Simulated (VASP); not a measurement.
Input:

```
CELL_PARAMETERS angstrom
      0.00000     2.82618     2.82618
      2.82618     0.00000     2.82618
      2.82618     2.82618     0.00000
ATOMIC_POSITIONS crystal
  In 0.00000 0.00000 0.00000
  As 0.50000 0.50000 0.50000
```

These are PBEsol GGA, VASP's PBE PAW potentials (set 64) (plane waves; VASP 6.6.1) values and carry that method's errors. Numerical set-up: 400 eV cut-off, Gaussian smearing of 0.050 eV, potentials In_d As.

Unless said otherwise, spin-orbit coupling is left out, though it shifts the bands of the heavy elements here.

Problem. Predict the band gap (along the path) with the smallest direct gap where there is one.

Solution. 
```json
{
 "band gap (along the path)": "none (metal, semimetal or under 0.01 eV)"
}
```

The absolute energy has meaning only against runs of the same code, potentials and settings.

The structure was generated: InAs was put into the rock salt type (Fm-3m), which need not be its known phase. It was relaxed first.
